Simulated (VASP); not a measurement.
Input for VASP

### KPOINTS
```
Regular mesh
0
gamma
  13 13 13
```

POSCAR:
```
CdO
1
    2.8877044561    -0.0000000000     0.0000000000
   -0.0000000000     2.8877044561     0.0000000000
   -0.0000000000    -0.0000000000     2.8877044561
Cd O
1 1
Direct
  0.0000000000   0.0000000000   0.0000000000
  0.5000000000   0.5000000000   0.5000000000
```

INCAR:
```
SYSTEM = CdO
PREC = Accurate; ENCUT = 620; LREAL = .False.
LASPH = .True.
EDIFF = 1E-6; NELM = 100; ALGO = Normal
LMAXMIX = 4
ISMEAR = 1; SIGMA = 0.1
GGA = PS
IBRION = 2; NSW = 40; ISIF = 3
EDIFFG = -0.02
LWAVE = .False.; LCHARG = .False.
```

POTCAR, in this order: Cd O (PBE.64 set). Program: vasp_std.

Write an equivalent input for Quantum ESPRESSO's pw.x.

One equivalent input (not run):
```
&CONTROL
  calculation = 'vc-relax'
  pseudo_dir = './pseudo'
  outdir = './out'
  tprnfor = .true.
  tstress = .true.
  nstep = 40
  forc_conv_thr = 0.00078
/
&SYSTEM
  ibrav = 0
  nat = 2
  ntyp = 2
  ecutwfc = 102
  occupations = 'smearing'
  smearing = 'methfessel-paxton'
  degauss = 0.00735
  input_dft = 'pbesol'
/
&ELECTRONS
  conv_thr = 7.3e-08
  electron_maxstep = 100
/
&IONS
/
&CELL
/
ATOMIC_SPECIES
  Cd 112.414 Cd.upf
  O 15.999 O.upf
CELL_PARAMETERS angstrom
     2.8877045   -0.0000000    0.0000000
    -0.0000000    2.8877045    0.0000000
    -0.0000000   -0.0000000    2.8877045
ATOMIC_POSITIONS crystal
  Cd   0.0000000  0.0000000  0.0000000
  O    0.5000000  0.5000000  0.5000000
K_POINTS automatic
  13 13 13 0 0 0
```
The two are equivalent in intent, not identical: the potentials are each code's own (VASP's PAW set, PseudoDojo norm-conserving files in pw.x), so ENCUT and ecutwfc are chosen apart and not converted; conv_thr bounds pw.x's estimated SCF error, while EDIFF bounds the energy change between steps; forc_conv_thr acts on force components and is met together with etot_conv_thr.

The structure was generated: CdO was put into the CsCl type type (Pm-3m), which need not be its known phase. It was relaxed first, which changed the volume by +18 %.
